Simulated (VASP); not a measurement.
Consider the following.

```
CELL_PARAMETERS angstrom
     -1.59386     1.59386     2.51105
      1.59386    -1.59386     2.51105
      1.59386     1.59386    -2.51105
ATOMIC_POSITIONS crystal
  In 0.00000 0.00000 0.00000
```

The numbers are results of PBEsol GGA, VASP's PBE PAW potentials (set 64) (plane waves; VASP), not measurements. Settings: 500 eV cut-off, 16×16×16 Γ-centred mesh, first-order Methfessel-Paxton smearing of 0.10 eV, potentials In_d.

Unless said otherwise, spin-orbit coupling is left out, though it shifts the bands of the heavy elements here.

Question: Estimate the energy per atom (σ→0), band gap (on the k-mesh) with the smallest direct gap where there is one.

Answer: 
```json
{
 "band gap (on the k-mesh)": "none (metal, semimetal or under 0.01 eV)",
 "energy per atom (σ→0)": "-2986 meV/atom"
}
```

Only differences to runs with the same potentials and settings are physical.

The compound is In in the bct structure. It was relaxed first.
